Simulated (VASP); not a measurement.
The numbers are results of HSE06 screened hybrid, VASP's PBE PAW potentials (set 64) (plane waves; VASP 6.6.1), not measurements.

VASP ran on this input.

INCAR:
```
LASPH  =  T   # aspherical one-centre terms
ALGO  =  Normal   # blocked Davidson
EDIFF  =  1E-5
LMAXMIX  =  4
GGA  =  PE
ISYM  =  0
LCHARG  =  F
NELM  =  50
LREAL  =  Auto   # projection in real space or not
ENCUT  =  400   # plane-wave cut-off (eV)
NELECT  =  254.0
AEXX  =  0.25
LWAVE  =  F
ISMEAR  =  0   # Gaussian
SIGMA  =  0.05
NELMIN  =  4
SYSTEM  =  AsSi62
ISIF  =  0
HFSCREEN  =  0.2
PRECFOCK  =  Fast
PREC  =  Normal
LHFCALC  =  T
```

### KPOINTS
```
K-points
0
G
1 1 1
0 0 0
```

**POSCAR**
```
AsSi62
10.9370750
  0.9999999726   0.0000000000   0.0000000000
  0.0000000000   0.9999999726   0.0000000000
  0.0000000000   0.0000000000   0.9999999726
Si As
62 1
direct
  0.5015136290   0.9984933550   0.9986117463
  0.6242825580   0.1250603130   0.1251737045
  0.7499257228   0.2500627819   0.0004873365
  0.8746871428   0.3758327238   0.1252687207
  0.7500622726   0.0002174057   0.2499550084
  0.8749618066   0.1249218846   0.3757094405
  0.0008287140   0.9990814682   0.9992025378
  0.1246418544   0.1252954363   0.1252819643
  0.2511149774   0.2505897984   0.0016295997
  0.3773276990   0.3758537863   0.1282930268
  0.5004639883   0.4993998767   0.0005909783
  0.6237319715   0.6229642259   0.1281425607
  0.7493440358   0.7487468734   0.0014457490
  0.8747989244   0.8749991975   0.1251419139
  0.2509911721   0.0016023976   0.2506947341
  0.3771037062   0.1280067466   0.3763474747
  0.5044941258   0.2503546990   0.2508006981
  0.7489103324   0.4953799339   0.2507735269
  0.8716235092   0.6226931631   0.3761169366
  0.5003970142   0.0003062421   0.4995859403
  0.6237020141   0.1281254272   0.6226978283
  0.7490926283   0.2503969445   0.4950011570
  0.8715443257   0.3757993023   0.6224525942
  0.7492318021   0.0016456567   0.7488434438
  0.8746605645   0.1252433621   0.8753435130
  0.0013923980   0.4984136307   0.9986655414
  0.1240697405   0.6243275914   0.1260292373
  0.2496655405   0.7503503769   0.0014624703
  0.3754970932   0.8760695284   0.1260935040
  0.9994856036   0.2500425384   0.2500400003
  0.1242638741   0.3750881798   0.3751283832
  0.2508084154   0.5001454949   0.2521028309
  0.3752706092   0.6247215978   0.3785086034
  0.4996812776   0.7493440720   0.2521414584
  0.6248955242   0.8756934174   0.3751074332
  0.0015218895   0.9984496043   0.4986094333
  0.1239100121   0.1260821902   0.6244359547
  0.2506611350   0.2520801211   0.5003287858
  0.3749915302   0.3784221283   0.6250212681
  0.6215316998   0.6250109835   0.6250339198
  0.7478664333   0.7493519846   0.5002814008
  0.8739331205   0.8760302092   0.6244331137
  0.2496395395   0.0014624546   0.7503205079
  0.3756306158   0.1259614916   0.8760946863
  0.4996767687   0.2520715458   0.7493103660
  0.6248610520   0.3750941841   0.8757423932
  0.7478730779   0.5001726757   0.7492210523
  0.8740128844   0.6242707578   0.8759633150
  0.9983705847   0.7486395919   0.2506732339
  0.1259699162   0.8738137906   0.3746034646
  0.9993394304   0.4993621738   0.4994835299
  0.1230992436   0.6253193733   0.6253603234
  0.2498123317   0.7498841065   0.5014954782
  0.3744611409   0.8765114614   0.6254757672
  0.9981755423   0.2506602506   0.7487979203
  0.1258566443   0.3745232931   0.8740623940
  0.2497130969   0.5015430417   0.7501728338
  0.3744868581   0.6252551834   0.8768054150
  0.4983221135   0.7500812461   0.7503012963
  0.6254068263   0.8739729352   0.8739994368
  0.9984868344   0.7503330929   0.7503319098
  0.1252738293   0.8747032591   0.8747124759
  0.5141592810   0.4858204402   0.4861327273
```

POTCAR, in this order: Si As (PBE.64 set). Program: vasp_gam. Read from the step before: WAVECAR.

Output of the run:

File OSZICAR:
```
       N       E                     dE             d eps       ncg     rms          rms(c)
DAV:   1    -0.380783570188E+03   -0.38078E+03   -0.12545E+01   320   0.808E+00    0.191E+01
DAV:   2    -0.380892897929E+03   -0.10933E+00   -0.33041E-01   360   0.124E+00    0.125E+01
DAV:   3    -0.380877385134E+03    0.15513E-01   -0.33724E-02   344   0.366E-01    0.743E+00
DAV:   4    -0.380871415753E+03    0.59694E-02   -0.17492E-02   344   0.259E-01    0.432E+00
DAV:   5    -0.380867778932E+03    0.36368E-02   -0.15298E-02   344   0.236E-01    0.249E+00
DAV:   6    -0.380866892778E+03    0.88615E-03   -0.14238E-02   352   0.180E-01    0.140E+00
DAV:   7    -0.380869274318E+03   -0.23815E-02   -0.20436E-02   344   0.109E-01    0.860E-01
DAV:   8    -0.380871260051E+03   -0.19857E-02   -0.45266E-02   368   0.224E-01    0.681E-01
DAV:   9    -0.380866655132E+03    0.46049E-02   -0.52839E-02   344   0.372E-01    0.571E-01
DAV:  10    -0.380859735255E+03    0.69199E-02   -0.44612E-02   344   0.386E-01    0.325E-01
DAV:  11    -0.380865179342E+03   -0.54441E-02   -0.27231E-02   352   0.219E-01    0.368E-01
DAV:  12    -0.380879308124E+03   -0.14129E-01   -0.13492E-01   352   0.258E-01    0.834E-01
DAV:  13    -0.380879721891E+03   -0.41377E-03   -0.14961E-01   336   0.636E-01    0.104E+00
DAV:  14    -0.380850121351E+03    0.29601E-01   -0.20201E-01   352   0.810E-01    0.650E-01
DAV:  15    -0.380862904470E+03   -0.12783E-01   -0.13576E-01   352   0.526E-01    0.533E-01
DAV:  16    -0.380885444407E+03   -0.22540E-01   -0.16136E-01   336   0.354E-01    0.999E-01
DAV:  17    -0.380875566730E+03    0.98777E-02   -0.27026E-01   352   0.765E-01    0.117E+00
DAV:  18    -0.380843056346E+03    0.32510E-01   -0.31116E-01   352   0.938E-01    0.738E-01
DAV:  19    -0.380866340364E+03   -0.23284E-01   -0.21619E-01   352   0.598E-01    0.696E-01
DAV:  20    -0.380882831515E+03   -0.16491E-01   -0.19694E-01   336   0.469E-01    0.103E+00
DAV:  21    -0.380863410856E+03    0.19421E-01   -0.28110E-01   336   0.804E-01    0.991E-01
DAV:  22    -0.380858117236E+03    0.52936E-02   -0.30955E-01   360   0.808E-01    0.750E-01
DAV:  23    -0.380879976573E+03   -0.21859E-01   -0.21956E-01   336   0.568E-01    0.911E-01
DAV:  24    -0.380867563614E+03    0.12413E-01   -0.17724E-01   344   0.648E-01    0.891E-01
DAV:  25    -0.380854469364E+03    0.13094E-01   -0.20592E-01   344   0.704E-01    0.656E-01
DAV:  26    -0.380875936933E+03   -0.21468E-01   -0.20417E-01   352   0.523E-01    0.876E-01
DAV:  27    -0.380881051876E+03   -0.51149E-02   -0.24108E-01   344   0.635E-01    0.114E+00
DAV:  28    -0.380851986227E+03    0.29066E-01   -0.26949E-01   344   0.874E-01    0.867E-01
DAV:  29    -0.380860468343E+03   -0.84821E-02   -0.26356E-01   352   0.697E-01    0.719E-01
DAV:  30    -0.380881325454E+03   -0.20857E-01   -0.21437E-01   336   0.515E-01    0.102E+00
DAV:  31    -0.380861830368E+03    0.19495E-01   -0.26276E-01   336   0.773E-01    0.967E-01
DAV:  32    -0.380859177051E+03    0.26533E-02   -0.32490E-01   352   0.790E-01    0.814E-01
DAV:  33    -0.380885811158E+03   -0.26634E-01   -0.29439E-01   336   0.626E-01    0.108E+00
DAV:  34    -0.380866053329E+03    0.19758E-01   -0.25122E-01   344   0.790E-01    0.102E+00
DAV:  35    -0.380850711541E+03    0.15342E-01   -0.28372E-01   344   0.813E-01    0.733E-01
DAV:  36    -0.380883718941E+03   -0.33007E-01   -0.28822E-01   336   0.580E-01    0.106E+00
DAV:  37    -0.380879711686E+03    0.40073E-02   -0.30862E-01   344   0.777E-01    0.124E+00
DAV:  38    -0.380842013228E+03    0.37698E-01   -0.36238E-01   344   0.981E-01    0.852E-01
DAV:  39    -0.380871482986E+03   -0.29470E-01   -0.33572E-01   352   0.702E-01    0.938E-01
DAV:  40    -0.380885690484E+03   -0.14207E-01   -0.31077E-01   336   0.676E-01    0.123E+00
DAV:  41    -0.380851549669E+03    0.34141E-01   -0.38335E-01   336   0.967E-01    0.986E-01
DAV:  42    -0.380871254560E+03   -0.19705E-01   -0.42005E-01   352   0.821E-01    0.990E-01
DAV:  43    -0.380886499810E+03   -0.15245E-01   -0.31979E-01   336   0.734E-01    0.120E+00
DAV:  44    -0.380849715124E+03    0.36785E-01   -0.32794E-01   344   0.929E-01    0.930E-01
DAV:  45    -0.380868418569E+03   -0.18703E-01   -0.36448E-01   352   0.768E-01    0.952E-01
DAV:  46    -0.380890221832E+03   -0.21803E-01   -0.35245E-01   336   0.711E-01    0.129E+00
DAV:  47    -0.380849424866E+03    0.40797E-01   -0.36310E-01   336   0.993E-01    0.103E+00
DAV:  48    -0.380858225988E+03   -0.88011E-02   -0.40462E-01   352   0.853E-01    0.899E-01
DAV:  49    -0.380891658169E+03   -0.33432E-01   -0.36531E-01   344   0.677E-01    0.128E+00
DAV:  50    -0.380857338102E+03    0.34320E-01   -0.39085E-01   336   0.979E-01
   1 F= -.38085734E+03 E0= -.38084856E+03  d E =-.175640E-01
```

OUTCAR:
```
------------------------ aborting loop EDIFF was not reached (unconverged)  ----------------------------
  volume of cell :     1308.29
      direct lattice vectors                 reciprocal lattice vectors
    10.937074700  0.000000000  0.000000000     0.091432127  0.000000000  0.000000000
     0.000000000 10.937074700  0.000000000     0.000000000  0.091432127  0.000000000
     0.000000000  0.000000000 10.937074700     0.000000000  0.000000000  0.091432127
 POSITION                                       TOTAL-FORCE (eV/Angst)
 -----------------------------------------------------------------------------------
      5.48509     10.92060     10.92189        -0.202835      0.056476      0.021014
      6.82782      1.36779      1.36903         0.286972     -0.050293      0.036851
      8.20199      2.73496      0.00533         0.065017      0.003645      0.003227
      9.56652      4.11051      1.37007         0.059765      0.185109      0.079872
      8.20349      0.00238      2.73378         0.084339      0.023638      0.037373
      9.56952      1.36628      4.10916         0.083759     -0.082801      0.202491
      0.00906     10.92703     10.92835        -0.103685      0.059191      0.022681
      1.36322      1.37037      1.37022         0.013976      0.008689      0.037099
      2.74646      2.74072      0.01782        -0.044379     -0.105325     -0.067241
      4.12686      4.11074      1.40315         0.093190      0.173428      0.079564
      5.47361      5.46197      0.00646        -0.063132      0.101519      0.050274
      6.82180      6.81341      1.40150         0.334179      0.038027      0.004003
      8.19563      8.18910      0.01581        -0.183511     -0.024394      0.005412
      9.56774      9.56993      1.36869         0.010330     -0.044464      0.048267
      2.74511      0.01753      2.74187        -0.035013     -0.023185     -0.173319
      4.12441      1.40002      4.11614         0.203461      0.033773      0.212950
      5.51769      2.73815      2.74303        -0.126422      0.024572     -0.168919
      8.19089      5.41801      2.74273        -0.176190      0.051908     -0.257782
      9.53301      6.81044      4.11362         0.023606     -0.175620     -0.181817
      5.47288      0.00335      5.46401        -0.068179      0.049503      0.058866
      6.82148      1.40132      6.81049         0.405149     -0.156292      0.197015
      8.19288      2.73861      5.41386        -0.180738     -0.079619     -0.094404
      9.53215      4.11015      6.80781         0.107857     -0.249076      0.106778
      8.19440      0.01800      8.19016        -0.315831      0.046826     -0.003152
      9.56623      1.36980      9.57370         0.060164     -0.032998     -0.076525
      0.01523      5.45119     10.92248        -0.113712     -0.022905      0.031272
      1.35696      6.82832      1.37839        -0.027238     -0.020633      0.040547
      2.73061      8.20664      0.01600        -0.048574     -0.005632     -0.003734
      4.10684      9.58164      1.37909         0.022659     -0.027709      0.021182
     10.93145      2.73473      2.73471        -0.066286      0.026785      0.058464
      1.35908      4.10237      4.10281        -0.045475      0.007862     -0.064531
      2.74311      5.47013      2.75727        -0.053353      0.056611      0.013119
      4.10436      6.83263      4.13978         0.165802     -0.135243      0.044930
      5.46505      8.19563      2.75769        -0.005275     -0.018887     -0.001824
      6.83453      9.57752      4.10258         0.006389     -0.013681     -0.054407
      0.01665     10.92012      5.45333        -0.051534      0.037344     -0.209887
      1.35521      1.37897      6.82950         0.010226     -0.051417      0.044644
      2.74150      2.75702      5.47213        -0.067516     -0.000810      0.034402
      4.10131      4.13883      6.83590         0.157915      0.097241     -0.023497
      6.79774      6.83579      6.83604        -0.056595     -0.089420      0.000606
      8.17947      8.19572      5.47162         0.005294      0.018815     -0.013903
      9.55827      9.58121      6.82947         0.059955     -0.022264      0.031105
      2.73033      0.01599      8.20631        -0.045037      0.029485     -0.025880
      4.10830      1.37765      9.58191         0.012538     -0.019920     -0.080317
      5.46500      2.75693      8.19526        -0.011549     -0.022746     -0.026083
      6.83415      4.10243      9.57806         0.005693     -0.000676     -0.097568
      8.17954      5.47043      8.19429         0.046811     -0.002533     -0.013812
      9.55914      6.82770      9.58048         0.046639     -0.021680     -0.055885
     10.91925      8.18793      2.74163        -0.080126     -0.004379     -0.023201
      1.37774      9.55697      4.09707         0.037351     -0.004711      0.211497
     10.92985      5.46156      5.46289        -0.084764      0.026075     -0.018917
      1.34635      6.83916      6.83961        -0.007483      0.001366      0.018172
      2.73222      8.20154      5.48489        -0.019334      0.009186     -0.047040
      4.09551      9.58647      6.84088         0.005478     -0.007649      0.008793
     10.91712      2.74149      8.18966        -0.061323      0.183475     -0.008650
      1.37650      4.09619      9.55969         0.031727     -0.039357     -0.034158
      2.73113      5.48541      8.20470        -0.043626     -0.004647     -0.007271
      4.09579      6.83846      9.58969         0.040854     -0.012548     -0.065234
      5.45019      8.20369      8.20610        -0.082838      0.010039     -0.032129
      6.84012      9.55871      9.55900         0.338115     -0.054140     -0.011869
     10.92053      8.20645      8.20644        -0.063655      0.016538     -0.011747
      1.37013      9.56669      9.56680         0.041122     -0.015166     -0.012912
      5.62340      5.31345      5.31687        -0.331124      0.265696      0.205145
 -----------------------------------------------------------------------------------
    total drift:                               -0.091359     -0.041703     -0.045403
  FREE ENERGIE OF THE ION-ELECTRON SYSTEM (eV)
  ---------------------------------------------------
  free  energy   TOTEN  =      -380.8573381018 eV

  energy  without entropy=     -380.8397740701  energy(sigma->0) =     -380.84855609

  exchange ACFDT corr.  =         0.00000000  see jH, gK, PRB 81, 115126
```
(Selected blocks of OUTCAR.)

**stdout**
```
...
DAV:  31    -0.380861830368E+03    0.19495E-01   -0.26276E-01   336   0.773E-01    0.967E-01
DAV:  32    -0.380859177051E+03    0.26533E-02   -0.32490E-01   352   0.790E-01    0.814E-01
DAV:  33    -0.380885811158E+03   -0.26634E-01   -0.29439E-01   336   0.626E-01    0.108E+00
DAV:  34    -0.380866053329E+03    0.19758E-01   -0.25122E-01   344   0.790E-01    0.102E+00
DAV:  35    -0.380850711541E+03    0.15342E-01   -0.28372E-01   344   0.813E-01    0.733E-01
DAV:  36    -0.380883718941E+03   -0.33007E-01   -0.28822E-01   336   0.580E-01    0.106E+00
DAV:  37    -0.380879711686E+03    0.40073E-02   -0.30862E-01   344   0.777E-01    0.124E+00
DAV:  38    -0.380842013228E+03    0.37698E-01   -0.36238E-01   344   0.981E-01    0.852E-01
DAV:  39    -0.380871482986E+03   -0.29470E-01   -0.33572E-01   352   0.702E-01    0.938E-01
DAV:  40    -0.380885690484E+03   -0.14207E-01   -0.31077E-01   336   0.676E-01    0.123E+00
DAV:  41    -0.380851549669E+03    0.34141E-01   -0.38335E-01   336   0.967E-01    0.986E-01
DAV:  42    -0.380871254560E+03   -0.19705E-01   -0.42005E-01   352   0.821E-01    0.990E-01
DAV:  43    -0.380886499810E+03   -0.15245E-01   -0.31979E-01   336   0.734E-01    0.120E+00
DAV:  44    -0.380849715124E+03    0.36785E-01   -0.32794E-01   344   0.929E-01    0.930E-01
DAV:  45    -0.380868418569E+03   -0.18703E-01   -0.36448E-01   352   0.768E-01    0.952E-01
DAV:  46    -0.380890221832E+03   -0.21803E-01   -0.35245E-01   336   0.711E-01    0.129E+00
DAV:  47    -0.380849424866E+03    0.40797E-01   -0.36310E-01   336   0.993E-01    0.103E+00
DAV:  48    -0.380858225988E+03   -0.88011E-02   -0.40462E-01   352   0.853E-01    0.899E-01
DAV:  49    -0.380891658169E+03   -0.33432E-01   -0.36531E-01   344   0.677E-01    0.128E+00
DAV:  50    -0.380857338102E+03    0.34320E-01   -0.39085E-01   336   0.979E-01

 -----------------------------------------------------------------------------
|                                                                             |
|           W    W    AA    RRRRR   N    N  II  N    N   GGGG   !!!           |
|           W    W   A  A   R    R  NN   N  II  NN   N  G    G  !!!           |
|           W    W  A    A  R    R  N N  N  II  N N  N  G       !!!           |
|           W WW W  AAAAAA  RRRRR   N  N N  II  N  N N  G  GGG   !            |
|           WW  WW  A    A  R   R   N   NN  II  N   NN  G    G                |
|           W    W  A    A  R    R  N    N  II  N    N   GGGG   !!!           |
|                                                                             |
|     The electronic self-consistency was not achieved in the given           |
|     number of steps (NELM). The forces and other quantities evaluated       |
|     might not be reliable so examine the results carefully. If you find     |
|     spurious results, we suggest increasing NELM, if you were close to      |
|     convergence or switching to a different ALGO or adjusting the           |
|     density mixing parameters otherwise.                                    |
|                                                                             |
 -----------------------------------------------------------------------------

   1 F= -.38085734E+03 E0= -.38084856E+03  d E =-.175640E-01
```

The run did not converge; its last values are not results.

The cell is charged, with a uniform compensating background. The supercell is sampled at Γ alone, which is coarse: total energies, pressure and levels can be off, energies of defects by several tenths of an eV.

The cell is a supercell with a defect, built from Si (diamond): As_Si-vac_Si, charge -1. The cell's shape comes from a PBE relaxation. The run is not spin-polarised, so no state with unpaired spins was tried.
